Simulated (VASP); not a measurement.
Runs of VASP 6.6.1 on COH2. The cell holds a molecule in a box, 4 atoms: a = 12.495 Å, b = 12.995 Å, c = 13.495 Å, α = 90.00°, β = 90.00°, γ = 90.00°. 

| task | level | cell | atoms held fixed (from 0) | gap on the mesh (eV) | largest force (eV/Å) |
| --- | --- | --- | --- | --- | --- |
| relaxation of the atoms | PBE+D3(BJ) | atoms relaxed | [0] | 3.52 | - |
| single point | RPBE | as given | - | 3.58 | (b) |
| single point | RPBE+D3(BJ) | as given | - | 3.58 | 0.36 |
| single point | r2SCAN+rVV10 | as given | - | 4.13 | 0.66 |
| single point | PBE | as given | - | 3.52 | (a) |

Alike in all rows: potentials or basis VASP PAW PBE potentials, release 64 (C, O, H); no spin polarisation; k mesh 1 × 1 × 1; cutoff (eV) 400; smearing gaussian 0.01 eV.

Fill in the values left out.

(a) 0.02; (b) 0.39.

Caveats: the standard files for N, O and F lose accuracy on very short bonds; the PAW data sets were made with another functional, which shifts forces and pressure a little (some runs).

